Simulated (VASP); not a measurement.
A run of VASP 6.6.1 is set up as follows.

File INCAR:

```
PREC = Accurate
ENCUT = 520
EDIFF = 1E-7
ISMEAR = 0
SIGMA = 0.01
LREAL = F
LASPH = T
NELM = 60
ALGO = Normal
ISIF = 2
LWAVE = F
LCHARG = T
GGA = PE
LELF = T
LVHAR = T
LVACPOTAV = T
NBANDS = 25
```

The input KPOINTS:

```
Automatic mesh
0
Gamma
  1 1 1
```

Contents of POSCAR:

```
GaHCl2O
1.0
   12.0000000000      0.0000000000      0.0000000000
    0.0000000000     13.0000000000      0.0000000000
    0.0000000000      0.0000000000     12.0000000000
O Ga Cl H
1 1 2 1
Direct
    0.5184541700      0.5980269200      0.5274125000
    0.5071208300      0.4634807700      0.5116541700
    0.6222458300      0.3680653800      0.5950625000
    0.3799208300      0.3987269200      0.4106041700
    0.4626458300      0.6351653800      0.4864208300
```

Potentials or basis: VASP PAW PBE potentials, release 64 (O, Ga_d, Cl, H).

Launch:

```bash
$ cat potpaw_PBE.64/O/POTCAR potpaw_PBE.64/Ga_d/POTCAR potpaw_PBE.64/Cl/POTCAR potpaw_PBE.64/H/POTCAR > POTCAR
$ mpirun -np 1 vasp_gam > vasp.out
```

What does it give for the largest force?

0.652 eV/Å.

What does it give for the gap between the frontier levels?

5.19 eV.

Forces in eV/Å, atoms in the order of the input:
```
O    0.514  0.051  0.397
Ga  -0.032 -0.230 -0.035
Cl   0.078 -0.048  0.058
Cl  -0.110 -0.070 -0.088
H   -0.450  0.297 -0.332
```

Expect the measured gap to be larger: semilocal functionals such as PBE lack the derivative discontinuity.
